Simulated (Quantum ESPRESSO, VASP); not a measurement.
An input for Quantum ESPRESSO (LDA (PZ), GBRV 1.5 ultrasoft (LDA) pseudopotentials):

```
&CONTROL
   calculation = 'scf'
   outdir = './work'
   pseudo_dir = './'
   tprnfor = .true.
   tstress = .true.
/
&SYSTEM
   ibrav = 0
   nat = 5
   ntyp = 3
   ecutwfc = 40
   ecutrho = 320
   occupations = 'smearing'
   smearing = 'fermi-dirac'
   degauss = 0.0073499
/
&ELECTRONS
   conv_thr = 1.0d-10
   mixing_beta = 0.7
/
ATOMIC_SPECIES
Rb    85.4678  rb_lda_v1.uspp.F.UPF
P     30.9738  p_lda_v1.5.uspp.F.UPF
Ru   101.0700  ru_lda_v1.2.uspp.F.UPF
CELL_PARAMETERS {angstrom}
  -2.01581000     2.01581000     6.60591500
   2.01581000    -2.01581000     6.60591500
   2.01581000     2.01581000    -6.60591500
ATOMIC_POSITIONS {crystal}
Rb    0.00000000    0.00000000    0.00000000
P     0.33349000    0.33349000    0.00000000
P     0.66651000    0.66651000    0.00000000
Ru    0.75000000    0.25000000    0.50000000
Ru    0.25000000    0.75000000    0.50000000
K_POINTS {automatic}
7 7 7  0 0 0
```

Translate it to VASP.

One set of files that does it:

POSCAR:
```
Rb(PRu)2
13.211830
 -0.1525761382   0.1525761382   0.5000000000
  0.1525761382  -0.1525761382   0.5000000000
  0.1525761382   0.1525761382  -0.5000000000
Rb P Ru
1 2 2
Cart
  0.0000000000   0.0000000000   0.0000000000
  0.0000000000  -0.0000000000   0.3334900000
  0.0000000000  -0.0000000000   0.6665100000
  0.0000000000   0.1525761382   0.2500000000
  0.1525761382   0.0000000000   0.2500000000
```

INCAR:
```
ALGO=Normal
EDIFF=1E-6
ENCUT=300
ISIF=2
ISMEAR=-1
LASPH=T
LCHARG=F
LMAXMIX=4
LREAL=F
LWAVE=F
NELM=100
PREC=Accurate
SIGMA=0.1
SYSTEM=Rb(PRu)2
```

File KPOINTS:
```
Automatic mesh
0
Gamma
7 7 7
0 0 0
```

POTCAR, in this order: Rb_sv P Ru_pv (LDA.64 set). Program: vasp_std.

Both inputs were run and reached self-consistency, which says nothing on mesh or cut-off. Potentials, basis and cut-offs are each code's own, so they don't translate, and total energies aren't comparable.

VASP's LDA is the Perdew-Zunger fit; the other code's may be Perdew-Wang, which differs slightly.

The structure comes from a computed database's RbRu2P2 entry; how it stands against other phases isn't given here. The cell was not relaxed at this level, and it may have been scaled.
